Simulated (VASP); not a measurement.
Data:

```
AuTe2
1.0
    2.10085     3.61813    -0.00755
    2.10085    -3.61813     0.00755
    0.00000     0.00934    -5.18858
Te Au
2 1
Direct
  0.32131   0.67869   0.71047
  0.67869   0.32131   0.28953
  0.00000   0.00000   0.00000
```

Computed with r2SCAN meta-GGA with spin-orbit coupling, VASP's PBE PAW potentials (set 64) (plane waves; VASP). Run with 400 eV cut-off, 8×8×6 Γ-centred mesh, Gaussian smearing of 0.050 eV, potentials Te Au.

Task: Give the force on each atom (eV/Å).

Result: 
```csv
atom,Fx,Fy,Fz
Te1,0.000,-0.003,-0.055
Te2,0.000,0.003,0.055
Au3,0.000,0.000,0.000
```

Task: Give the stress tensor in GPa (positive for a compressed cell).

Result: 
```
 0.11   0.00   0.00
 0.00   0.02  -0.02
 0.00  -0.02   0.10
```
The pressure is its mean diagonal, 0.08 GPa.

The compound is Te2Au in the sg12 structure. It was relaxed first.
